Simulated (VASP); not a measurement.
# Ag3SF (Pm-3m) in VASP: relaxation of cell and atoms with PBE

Aim: the relaxation of cell and atoms of Ag3SF with PBE.

Program: VASP 6.6.1. These are calculated values, not measurements. Logs are shortened: lines on timing, memory, paths and dates and some standing lists are left out, and cuts for length are marked.

## Step 1: The crystal as given

It takes space group Pm-3m (No. 221, cubic). The conventional cell has a = 4.582 Å, b = 4.582 Å, c = 4.582 Å, α = 90.00°, β = 90.00°, γ = 90.00°. Ag (site symmetry 4/mmm) is surrounded by 2 F at 2.29 Å. S (site symmetry m-3m) is surrounded by 12 Ag at 3.24 Å. F (site symmetry m-3m) is surrounded by 6 Ag at 2.29 Å.

The cell was built by a generator and needn't be a form met in nature.

## Step 2: Relaxation of cell and atoms, PBE

INCAR

```
PREC     = Accurate       # precision mode
ENCUT    = 600            # plane-wave cutoff, eV
EDIFF    = 1E-7           # SCF threshold, eV
ISMEAR   = 0              # smearing method
SIGMA    = 0.05           # smearing width, eV
LREAL    = False          # projectors in reciprocal space
LASPH    = True           # aspherical terms in the spheres
NELM     = 60             # most SCF steps
ALGO     = Normal         # electronic algorithm
ISIF     = 3              # what is computed and relaxed
LWAVE    = False          # write WAVECAR
LCHARG   = False          # write CHGCAR
GGA      = PE             # functional
IBRION   = 2              # ionic algorithm
NSW      = 60             # ionic steps
EDIFFG   = -0.01          # ionic threshold
```

KPOINTS

```
Automatic mesh
0
Gamma
  6 6 6
```

POSCAR

```
Ag3SF
1.0
    4.5821400000      0.0000000000      0.0000000000
    0.0000000000      4.5821400000      0.0000000000
    0.0000000000      0.0000000000      4.5821400000
Ag S F
3 1 1
Direct
    0.0000000000      0.5000000000      0.5000000000
    0.5000000000      0.0000000000      0.5000000000
    0.5000000000      0.5000000000      0.0000000000
    0.0000000000      0.0000000000      0.0000000000
    0.5000000000      0.5000000000      0.5000000000
```

Potentials or basis: VASP PAW PBE potentials, release 64 (Ag, S, F).

Launch:

```sh
$ cat potpaw_PBE.64/Ag/POTCAR potpaw_PBE.64/S/POTCAR potpaw_PBE.64/F/POTCAR > POTCAR
$ mpirun -np 1 vasp_std > vasp.out
```

OUTCAR:

```text
PREC = Accurate
   ENCUT = 600
   EDIFF = 1E-7
   ISMEAR = 0
   LREAL = False
   LASPH = True
   NELM = 60
   ISIF = 3
   GGA = PE
   IBRION = 2
   NSW = 60
   EDIFFG = -0.01

 ion  position               nearest neighbor table
   1  0.000  0.500  0.500-   5 2.29   5 2.29   2 3.24   3 3.24   2 3.24   2 3.24   3 3.24   3 3.24
                             3 3.24   2 3.24
   2  0.500  0.000  0.500-   5 2.29   5 2.29   1 3.24   3 3.24   1 3.24   3 3.24   3 3.24   3 3.24
                             1 3.24   1 3.24
   3  0.500  0.500  0.000-   5 2.29   5 2.29   1 3.24   1 3.24   2 3.24   2 3.24   2 3.24   2 3.24
                             1 3.24   1 3.24
   4  0.000  0.000  0.000-
   5  0.500  0.500  0.500-   1 2.29   2 2.29   3 2.29   3 2.29   2 2.29   1 2.29

  LATTYP: Found a simple cubic cell.
 ALAT       =     4.5821400000

  Lattice vectors:

 A1 = (   4.5821400000,   0.0000000000,   0.0000000000)
 A2 = (   0.0000000000,   4.5821400000,   0.0000000000)
 A3 = (   0.0000000000,   0.0000000000,   4.5821400000)

Analysis of symmetry for initial positions (statically):
=====================================================================
 Subroutine PRICEL returns:
 Original cell was already a primitive cell.

 Routine SETGRP: Setting up the symmetry group for a
 simple cubic supercell.

 Subroutine GETGRP returns: Found 48 space group operations
 (whereof 48 operations were pure point group operations)
 out of a pool of 48 trial point group operations.

The static configuration has the point symmetry O_h .

Analysis of symmetry for dynamics (positions and initial velocities):
=====================================================================
 Subroutine PRICEL returns:
 Original cell was already a primitive cell.

 Routine SETGRP: Setting up the symmetry group for a
 simple cubic supercell.

 Subroutine GETGRP returns: Found 48 space group operations
 (whereof 48 operations were pure point group operations)
 out of a pool of 48 trial point group operations.

The dynamic configuration has the point symmetry O_h .

 Subroutine INISYM returns: Found 48 space group operations
 (whereof 48 operations are pure point group operations),
 and found     1 'primitive' translations

----------------------------------------------------------------------------------------

                                     Primitive cell

  volume of cell :      96.2066

  direct lattice vectors                    reciprocal lattice vectors
     4.582140000  0.000000000  0.000000000     0.218238640  0.000000000  0.000000000
     0.000000000  4.582140000  0.000000000     0.000000000  0.218238640  0.000000000
     0.000000000  0.000000000  4.582140000     0.000000000  0.000000000  0.218238640

  length of vectors
     4.582140000  4.582140000  4.582140000     0.218238640  0.218238640  0.218238640

  position of ions in fractional coordinates (direct lattice)
     0.000000000  0.500000000  0.500000000
     0.500000000  0.000000000  0.500000000
     0.500000000  0.500000000  0.000000000
     0.000000000  0.000000000  0.000000000
     0.500000000  0.500000000  0.500000000

  ion indices of the primitive-cell ions
   primitive index   ion index
                 1           1
                 2           2
                 3           3
                 4           4
                 5           5

----------------------------------------------------------------------------------------

 KPOINTS: Automatic mesh

Automatic generation of k-mesh.
 Grid dimensions read from file:
 generate k-points for:    6    6    6

 Generating k-lattice:

  Cartesian coordinates                     Fractional coordinates (reciprocal lattice)
     0.036373107  0.000000000  0.000000000     0.166666667  0.000000000  0.000000000
     0.000000000  0.036373107  0.000000000     0.000000000  0.166666667  0.000000000
     0.000000000  0.000000000  0.036373107     0.000000000  0.000000000  0.166666667

  Length of vectors
     0.036373107  0.036373107  0.036373107

  Shift w.r.t. Gamma in fractional coordinates (k-lattice)
     0.000000000  0.000000000  0.000000000

 Subroutine IBZKPT returns following result:
 ===========================================

 Found     20 irreducible k-points:

 Following reciprocal coordinates:
            Coordinates               Weight
  0.000000  0.000000  0.000000      1.000000
  0.166667  0.000000  0.000000      6.000000
  0.333333  0.000000  0.000000      6.000000
  0.500000  0.000000  0.000000      3.000000
  0.166667  0.166667  0.000000     12.000000
  0.333333  0.166667  0.000000     24.000000
[... 12 lines left out ...]
  0.500000  0.500000  0.333333      6.000000
  0.500000  0.500000  0.500000      1.000000
   k-points           NKPTS =     20   k-points in BZ     NKDIM =     20   number of bands    NBANDS=     27
   number of dos      NEDOS =    301   number of ions     NIONS =      5
   total plane-waves  NPLWV =  64000
   dimension x,y,z NGX =    40 NGY =   40 NGZ =   40
   dimension x,y,z NGXF=    80 NGYF=   80 NGZF=   80
   ions per type =               3   1   1
   NGX,Y,Z   is equivalent  to a cutoff of  14.51, 14.51, 14.51 a.u.
   NGXF,Y,Z  is equivalent  to a cutoff of  29.03, 29.03, 29.03 a.u.
 SYSTEM =  unknown system
   PREC   = accura    normal or accurate (medium, high low for compatibility)
   ISTART =      0    job   : 0-new  1-cont  2-samecut
   ICHARG =      2    charge: 1-file 2-atom 10-const
   ISPIN  =      1    spin polarized calculation?
   LNONCOLLINEAR =      F non collinear calculations
   LSORBIT =      F    spin-orbit coupling
   LASPH  =      T    aspherical Exc in radial PAW
   ENCUT  =  600.0 eV  44.10 Ry    6.64 a.u.   9.15  9.15  9.15*2*pi/ulx,y,z
   NELM   =     60;   NELMIN=  2; NELMDL= -5     # of ELM steps
   EDIFF  = 0.1E-06   stopping-criterion for ELM
   LREAL  =      F    real-space projection
   EDIFFG = -.1E-01   stopping-criterion for IOM
   NSW    =     60    number of steps for IOM
   IBRION =      2    ionic relax: 0-MD 1-quasi-New 2-CG
   NFREE  =      1    steps in history (QN), initial steepest desc. (CG)
   ISIF   =      3    stress and relaxation
   ISYM   =      2    0-nonsym 1-usesym 2-fastsym
   POTIM  = 0.5000    time-step for ionic-motion
   TEBEG  =    0.0;   TEEND  =   0.0 temperature during run
   PSTRESS=    0.0 pullay stress
   NELECT =      46.0000    total number of electrons
   NUPDOWN=      -1.0000    fix difference up-down
   EMIN   =  10.00;   EMAX   =-10.00  energy-range for DOS
[... 5 lines left out ...]
     AMIX     =   0.40;   BMIX     =  1.00
     AMIX_MAG =   1.60;   BMIX_MAG =  1.00
  volume/ion in A,a.u.               =      19.24       129.85
  Fermi-wavevector in a.u.,A,eV,Ry     =   1.280145  2.419123 22.296828  1.638771
  Thomas-Fermi vector in A             =   2.412590
   LORBIT       =      0    0 simple, 1 ext, 2 COOP (PROOUT), +10 PAW based schemes
   GGA     = PE    functional components
   LHFCALC =     F    Hartree Fock is set to
   AEXX    =    0.0000 exact exchange contribution
   IVDW    =     0    specifies the selected vdW correction
   LEPSILON=     F    determine dielectric tensor
   LRPA    =     F    only Hartree local field effects (RPA)
 conjugate gradient relaxation of ions
 non-spin polarized calculation
 Gauss-broadening in eV      SIGMA  =   0.05
  energy-cutoff  :      600.00
  volume of cell :       96.21
 maximum number of plane-waves:      3235
 NGX is ok and might be reduce to    40
   NGX = 19   NGY = 19   NGZ = 19

--------------------------------------- Ionic step        1  -------------------------------------------

 number of electron      45.9999982 magnetization

 Free energy of the ion-electron system (eV)
  ---------------------------------------------------
  ext. energy  EPLUGINS =         0.00000000
  ---------------------------------------------------
  free energy    TOTEN  =       -14.39575436 eV

  energy without entropy =      -14.39432338  energy(sigma->0) =      -14.39503887

------------------------ aborting loop because EDIFF is reached ----------------------------------------

  FORCE on cell =-STRESS in cart. coord.  units (eV):
  Direction    XX          YY          ZZ          XY          YZ          ZX
  --------------------------------------------------------------------------------------
  -------------------------------------------------------------------------------------
  Total       -0.1158618     -0.1158618     -0.1158618     -0.0000000     -0.0000000     -0.0000000
  in kB       -1.9295047     -1.9295047     -1.9295047     -0.0000000     -0.0000000     -0.0000000
  external PRESSURE =      -1.9295047 kB  Pullay stress =       0.0000000 kB

 VOLUME and BASIS-vectors are now :
 -----------------------------------------------------------------------------
  energy-cutoff  :      600.00
  volume of cell :       96.21
      direct lattice vectors                 reciprocal lattice vectors
     4.582140000  0.000000000  0.000000000     0.218238640  0.000000000  0.000000000
     0.000000000  4.582140000  0.000000000     0.000000000  0.218238640  0.000000000
     0.000000000  0.000000000  4.582140000     0.000000000  0.000000000  0.218238640

 POSITION                                       TOTAL-FORCE (eV/Angst)
 -----------------------------------------------------------------------------------
      0.00000      2.29107      2.29107         0.000000      0.000000      0.000000
      2.29107      0.00000      2.29107         0.000000      0.000000      0.000000
      2.29107      2.29107      0.00000         0.000000      0.000000      0.000000
      0.00000      0.00000      0.00000         0.000000      0.000000      0.000000
      2.29107      2.29107      2.29107         0.000000      0.000000      0.000000
 -----------------------------------------------------------------------------------
    total drift:                               -0.000000      0.000000     -0.000000

  FREE ENERGIE OF THE ION-ELECTRON SYSTEM (eV)
  ---------------------------------------------------
  free  energy   TOTEN  =       -14.3957543630 eV

  energy  without entropy=      -14.3943233756  energy(sigma->0) =      -14.39503887

--------------------------------------- Ionic step        2  -------------------------------------------

 number of electron      45.9999981 magnetization

 Free energy of the ion-electron system (eV)
  ---------------------------------------------------
  ext. energy  EPLUGINS =         0.00000000
  ---------------------------------------------------
  free energy    TOTEN  =       -14.39595827 eV

  energy without entropy =      -14.39452749  energy(sigma->0) =      -14.39524288

 E-fermi :   4.2868     XC(G=0): -10.3941

 val. band max:        4.2715814638   @ k =   0.5000   0.3333   0.0000
 cond. band min:       4.4009242159   @ k =   0.5000   0.5000   0.0000
 fundamental gap:      0.1293427521
 Fermi energy:         4.2867949529

 k-point     1 :       0.0000    0.0000    0.0000
  band No.  band energies     occupation
      1     -19.9213      2.00000
      2      -7.0223      2.00000
      3      -1.6451      2.00000
      4      -1.6451      2.00000
      5      -1.6451      2.00000
      6       0.5005      2.00000
[... 19 lines left out ...]
     26       8.4886      0.00000
     27      11.1486      0.00000
[... 547 lines left out ...]
      5      -2.9430      2.00000
      6       1.1133      2.00000
[... 19 lines left out ...]
     26       7.6719      0.00000
     27       9.0346      0.00000

------------------------ aborting loop because EDIFF is reached ----------------------------------------

  FORCE on cell =-STRESS in cart. coord.  units (eV):
  Direction    XX          YY          ZZ          XY          YZ          ZX
  --------------------------------------------------------------------------------------
  -------------------------------------------------------------------------------------
  Total       -0.0024939     -0.0024939     -0.0024939     -0.0000000      0.0000000     -0.0000000
  in kB       -0.0416717     -0.0416717     -0.0416717     -0.0000000      0.0000000     -0.0000000
  external PRESSURE =      -0.0416717 kB  Pullay stress =       0.0000000 kB

 VOLUME and BASIS-vectors are now :
 -----------------------------------------------------------------------------
  energy-cutoff  :      600.00
  volume of cell :       95.88
      direct lattice vectors                 reciprocal lattice vectors
     4.577017643 -0.000000000 -0.000000000     0.218482881  0.000000000 -0.000000000
    -0.000000000  4.577017643 -0.000000000     0.000000000  0.218482881  0.000000000
     0.000000000 -0.000000000  4.577017643     0.000000000  0.000000000  0.218482881

 POSITION                                       TOTAL-FORCE (eV/Angst)
 -----------------------------------------------------------------------------------
     -0.00000      2.28851      2.28851         0.000000      0.000000      0.000000
      2.28851     -0.00000      2.28851        -0.000000      0.000000      0.000000
      2.28851      2.28851     -0.00000         0.000000     -0.000000      0.000000
      0.00000      0.00000      0.00000         0.000000     -0.000000      0.000000
      2.28851      2.28851      2.28851        -0.000000     -0.000000      0.000000
 -----------------------------------------------------------------------------------
    total drift:                               -0.000000      0.000000     -0.000000

  FREE ENERGIE OF THE ION-ELECTRON SYSTEM (eV)
  ---------------------------------------------------
  free  energy   TOTEN  =       -14.3959582712 eV

  energy  without entropy=      -14.3945274906  energy(sigma->0) =      -14.39524288

 reached required accuracy - stopping structural energy minimisation
```

It took 73 s on 1 thread of Intel Xeon 6975P-C (Granite Rapids), shared host; peak memory 0.28 GiB.

What came out:

```yaml
Free_energy: -14.3960 eV
Relaxed_volume: 19.18 Å³/atom
Relaxed_cell: a = 4.577 Å, b = 4.577 Å, c = 4.577 Å, α = 90.00°, β = 90.00°, γ = 90.00°
Space_group_after_relaxing_to_0.05_Å: Pm-3m (No. 221)
Energy_gained_by_relaxing: 0.0 meV/atom
Ionic_steps: 2
Pressure_after_relaxing: 0.0 GPa
Band_gap_on_the_k_mesh: none (metal or under the smearing width)
```

The path:
| step | energy change (eV) | largest force (eV/Å) | pressure (GPa) | volume (Å³) |
| --- | --- | --- | --- | --- |
| 1 | 0.0000 | 0.0000 | -0.19 | 96.21 |
| 2 | -0.0002 | 0.0000 | 0.00 | 95.88 |

Final structure:
```yaml
crystal:
  lattice:
    - [4.57702, 0.00000, 0.00000]
    - [0.00000, 4.57702, 0.00000]
    - [0.00000, 0.00000, 4.57702]
  atoms:
    - { symbol: Ag, position: [0.00000, 0.50000, 0.50000] }
    - { symbol: Ag, position: [0.50000, 0.00000, 0.50000] }
    - { symbol: Ag, position: [0.50000, 0.50000, 0.00000] }
    - { symbol: S, position: [0.00000, 0.00000, 0.00000] }
    - { symbol: F, position: [0.50000, 0.50000, 0.50000] }
```

Levels at points of the mesh, in eV from the Fermi level:
| k point | band 20 | band 21 | band 22 | band 23 | band 24 | band 25 | band 26 | band 27 |
| --- | --- | --- | --- | --- | --- | --- | --- | --- |
| (0.00, 0.00, 0.00) | -2.05 | -1.52 | -1.31 | -1.31 | -1.31 | 4.20 | 4.20 | 6.86 |
| (0.50, 0.00, 0.00) | -2.05 | -1.99 | -0.37 | -0.37 | 1.80 | 2.72 | 5.27 | 5.72 |
| (0.50, 0.50, 0.00) | -1.88 | -0.60 | -0.60 | 0.11 | 0.64 | 3.02 | 4.53 | 4.53 |
| (0.50, 0.50, 0.50) | -2.16 | -1.34 | -1.34 | -1.34 | 3.39 | 3.39 | 3.39 | 4.75 |

## Step 3: For comparison

An earlier run on the cell as given: functional PBE; potentials or basis VASP PAW PBE potentials, release 64 (Ag, S, F); cutoff 520 eV; k mesh 6 × 6 × 6; occupations fermi-dirac, width 0.05 eV; no spin polarisation.

- Pressure: -0.2 GPa
- Band gap on the k mesh: none (metal or under the smearing width)
